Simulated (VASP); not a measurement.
A VASP calculation is set up with these files.

INCAR:
```
ALGO  =  Normal
EDIFF  =  1E-6
EDIFFG  =  -0.01
ENCUT  =  400
GGA  =  PS
IBRION  =  2
ISIF  =  3
ISMEAR  =  1
LASPH  =  T
LCHARG  =  F
LMAXMIX  =  4
LREAL  =  F
LWAVE  =  F
NELM  =  100
NSW  =  60
PREC  =  Accurate
SIGMA  =  0.1
SYSTEM  =  NbSi
```

File KPOINTS:
```
Automatic
0
G
9 9 9
0 0 0
```

**POSCAR**
```
NbSi
1.0
  0.0000000000   3.1754260000   3.1754260000
  3.1754260000   0.0000000000   3.1754260000
  3.1754260000   3.1754260000   0.0000000000
Nb Si
1 1
Cartesian
  0.0000000000   0.0000000000   0.0000000000
  1.5877130000   1.5877130000   1.5877130000
```

POTCAR, in this order: Nb_sv Si (PBE.64 set). Program: vasp_std.

### Question
Translate this PBEsol calculation to Quantum ESPRESSO's pw.x.

### Answer
One equivalent input (not run):
```
&CONTROL
  calculation = 'vc-relax'
  pseudo_dir = './pseudo'
  outdir = './out'
  tprnfor = .true.
  tstress = .true.
  nstep = 60
  forc_conv_thr = 0.00039
/
&SYSTEM
  ibrav = 0
  nat = 2
  ntyp = 2
  ecutwfc = 82
  occupations = 'smearing'
  smearing = 'methfessel-paxton'
  degauss = 0.00735
  input_dft = 'pbesol'
/
&ELECTRONS
  conv_thr = 7.3e-08
  electron_maxstep = 100
/
&IONS
/
&CELL
/
ATOMIC_SPECIES
  Nb 92.906 Nb.upf
  Si 28.085 Si.upf
CELL_PARAMETERS angstrom
     0.0000000    3.1754260    3.1754260
     3.1754260    0.0000000    3.1754260
     3.1754260    3.1754260    0.0000000
ATOMIC_POSITIONS crystal
  Nb   0.0000000  0.0000000  0.0000000
  Si   0.2500000  0.2500000  0.2500000
K_POINTS automatic
  9 9 9 0 0 0
```
Limits of the translation: the potentials are each code's own (VASP's PAW set, PseudoDojo norm-conserving files in pw.x), so ENCUT and ecutwfc are chosen apart and not converted; conv_thr bounds pw.x's estimated SCF error, while EDIFF bounds the energy change between steps; forc_conv_thr acts on force components and is met together with etot_conv_thr.

The structure was generated: NbSi was put into the zinc blende type (F-43m), which need not be its known phase. This run relaxes it. Symmetry was kept, so distortions that lower it aren't found.
